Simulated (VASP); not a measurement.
Here is the system:

```
CELL_PARAMETERS angstrom
      4.87947     0.00000     0.00000
      0.00000     4.87947     0.00000
      0.00000     0.00000     4.87947
ATOMIC_POSITIONS crystal
  La 0.00000 0.50000 0.50000
  La 0.50000 0.00000 0.50000
  La 0.50000 0.50000 0.00000
  Al 0.00000 0.00000 0.00000
```

Calculation: PBEsol GGA with spin-orbit coupling, VASP's PBE PAW potentials (set 64) (plane waves; VASP 6.6.1). Settings: 400 eV cut-off, 6×6×6 Γ-centred mesh, Gaussian smearing of 0.050 eV, potentials La Al.

Give the energies of bands 29 to 42 at the high-symmetry points, in eV from the Fermi level.

```tsv
band	Γ	X	M	R
29	-1.16	-1.19	-1.24	-1.14
30	-1.16	-1.19	-1.24	-1.14
31	-1.16	-0.73	-1.04	-1.14
32	-1.16	-0.73	-1.04	-1.14
33	-1.09	-0.66	-0.02	0.44
34	-1.09	-0.66	-0.02	0.44
35	-1.08	-0.64	0.00	0.44
36	-1.08	-0.64	0.00	0.44
37	-1.08	0.59	0.41	0.65
38	-1.08	0.59	0.41	0.65
39	0.95	0.93	0.95	1.46
40	0.95	0.93	0.95	1.46
41	0.95	1.30	1.23	1.56
42	0.95	1.31	1.23	1.57
```

It has no gap at this level: it comes out as a metal or semimetal.

The structure comes from a computed database's La3Al entry (Pm-3m); how it stands against other phases isn't given here. It was relaxed first, which changed the volume by -6 %.
